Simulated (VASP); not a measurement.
Data:

```
CELL_PARAMETERS angstrom
      5.11702     2.55234     2.55234
      2.55234     5.11702     2.55234
      2.55234     2.55234     5.11702
ATOMIC_POSITIONS crystal
  Mn 0.00000 0.00000 0.00000
  Mn 0.50000 0.50000 0.50000
  S  0.25000 0.25000 0.25000
  S  0.75000 0.75000 0.75000
```
Starting moments (μB, in the order of the record's atoms Mn Mn S S): 4.1 -4.1 0.0 0.0.

Computed with PBE GGA, VASP's PBE PAW potentials (set 64) (plane waves; VASP 6.6.1). Run with 400 eV cut-off, 8×8×8 Γ-centred mesh, tetrahedra with Blöchl corrections, potentials Mn_pv S.

The cores are frozen, which limits the accuracy of field gradients.

Give the principal components of the electric field gradient (V/Å²) and the asymmetry η at each nucleus.

```
atom  Vxx  Vyy   Vzz     η
----  ---  ---  ----  ----
Mn1   1.1  1.1  -2.1  0.00
Mn2   1.1  1.1  -2.1  0.00
S3    1.9  1.9  -3.8  0.00
S4    1.9  1.9  -3.8  0.00
```

The compound is MnS in the rock salt, AFM-II order structure. It was relaxed first, which changed the volume by -5 %.
